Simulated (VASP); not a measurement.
Data:

```xyz
6
Lattice="1.5741 -2.7265 0.0000 1.5741 2.7265 0.0000 0.0000 0.0000 12.0473" Properties=species:S:1:pos:R:3 pbc="T T T"
Mo     1.5741     0.9088     3.0118
Mo     1.5741    -0.9088     9.0354
S      1.5741     0.9088    10.6007
S      1.5741    -0.9088     4.5770
S      1.5741    -0.9088     1.4466
S      1.5741     0.9088     7.4702
```

Calculation: PBE GGA with D3 dispersion (Becke-Johnson damping), VASP's PBE PAW potentials (set 64) (plane waves; VASP). Numerical set-up: 520 eV cut-off, Gaussian smearing of 0.050 eV, potentials Mo_sv S.

Problem. What does the run give for the band gap (along the path) with the smallest direct gap where there is one?

Solution. 
```
Quantity                               Result
------------------------------------  -------
band gap (along the path)             0.77 eV
smallest direct gap (along the path)  1.70 eV
```

The absolute energy has meaning only against runs of the same code, potentials and settings.

The compound is MoS2 in the 2H layered structure. It was relaxed first.
